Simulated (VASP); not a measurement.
All values below come from r2SCAN meta-GGA, VASP's PBE PAW potentials (set 64) (plane waves; VASP).

VASP ran on this input.

INCAR:
```
ALGO=Normal
EDIFF=1E-7
EDIFFG=-0.01
ENCUT=480
IBRION=2
ISIF=3
ISMEAR=1
LASPH=.TRUE.
LCHARG=.FALSE.
LMAXMIX=4
LMIXTAU=.TRUE.
LREAL=.FALSE.
LWAVE=.FALSE.
METAGGA=R2SCAN
NELM=100
NSW=40
PREC=Accurate
PSTRESS=10
SIGMA=0.1
SYSTEM=Pb
```

File KPOINTS:
```
Automatic mesh
0
Gamma
12 12 12
0 0 0
```

**POSCAR**
```
Pb
1
   -0.0000000000     2.4845542743     2.4845542743
    2.4845542743    -0.0000000000     2.4845542743
    2.4845542743     2.4845542743    -0.0000000000
Pb
1
Direct
  0.0000000000   0.0000000000   0.0000000000
```

POTCAR, in this order: Pb_d (PBE.64 set). Program: vasp_std.

Output of the run:

File OSZICAR:
```
       N       E                     dE             d eps       ncg     rms          rms(c)
DAV:   1     0.488458520052E+02    0.48846E+02   -0.71448E+03  1593   0.142E+03
DAV:   2    -0.550413703776E+02   -0.10389E+03   -0.10208E+03  1635   0.333E+02
DAV:   3    -0.596179522311E+02   -0.45766E+01   -0.45478E+01  1896   0.808E+01
DAV:   4    -0.597228980780E+02   -0.10495E+00   -0.10491E+00  1915   0.135E+01
DAV:   5    -0.597280807972E+02   -0.51827E-02   -0.51826E-02  2015   0.266E+00    0.103E+00
DAV:   6    -0.561318447490E+02    0.35962E+01   -0.15456E+00  1836   0.297E+01    0.709E-01
DAV:   7    -0.562465465805E+02   -0.11470E+00   -0.79316E-02  1797   0.537E+00    0.353E-01
DAV:   8    -0.562282664608E+02    0.18280E-01   -0.80549E-02  1599   0.269E+00    0.109E-01
DAV:   9    -0.562588695353E+02   -0.30603E-01   -0.21981E-02  1677   0.221E+00    0.131E-01
DAV:  10    -0.562597888207E+02   -0.91929E-03   -0.70799E-04  1866   0.309E-01    0.122E-01
DAV:  11    -0.562629688277E+02   -0.31800E-02   -0.65639E-03  1644   0.118E+00    0.123E-02
DAV:  12    -0.562628430528E+02    0.12577E-03   -0.52794E-04  1626   0.376E-01    0.297E-02
DAV:  13    -0.562628523333E+02   -0.92805E-05   -0.13270E-04  1869   0.210E-01    0.126E-02
DAV:  14    -0.562631012112E+02   -0.24888E-03   -0.17034E-04  1620   0.149E-01    0.560E-03
DAV:  15    -0.562631119945E+02   -0.10783E-04   -0.19676E-05  1803   0.447E-02    0.471E-03
DAV:  16    -0.562631120654E+02   -0.70887E-07   -0.57529E-07  1776   0.537E-03
   1 F= -.56071658E+02 E0= -.56071439E+02  d E =-.560717E+02
```

File OUTCAR:
```
------------------------ aborting loop because EDIFF is reached ----------------------------------------
  FORCE on cell =-STRESS in cart. coord.  units (eV):
  Direction    XX          YY          ZZ          XY          YZ          ZX
  --------------------------------------------------------------------------------------
  Total        0.1952521      0.1952521      0.1952521     -0.0000000     -0.0000000      0.0000000
  in kB       10.1983723     10.1983723     10.1983723     -0.0000000     -0.0000000      0.0000000
  external PRESSURE =       0.1983723 kB  Pullay stress =      10.0000000 kB
  volume of cell :       30.67
      direct lattice vectors                 reciprocal lattice vectors
     0.000000000  2.484554274  2.484554274    -0.201243340  0.201243340  0.201243340
     2.484554274  0.000000000  2.484554274     0.201243340 -0.201243340  0.201243340
     2.484554274  2.484554274  0.000000000     0.201243340  0.201243340 -0.201243340
 POSITION                                       TOTAL-FORCE (eV/Angst)
 -----------------------------------------------------------------------------------
      0.00000      0.00000      0.00000         0.000000     -0.000000      0.000000
 -----------------------------------------------------------------------------------
    total drift:                               -0.000000     -0.000000     -0.000000
  FREE ENERGIE OF THE ION-ELECTRON SYSTEM (eV)
  ---------------------------------------------------
  free  energy   TOTEN  =       -56.2631120654 eV

  energy  without entropy=      -56.2624555492  energy(sigma->0) =      -56.26289323
  enthalpy is  TOTEN    =       -56.0716578743 eV   P V=        0.1914541911

 reached required accuracy - stopping structural energy minimisation
```
(Selected blocks of OUTCAR.)

The compound is Pb in the fcc structure. It was relaxed first under an external pressure of 1 GPa.
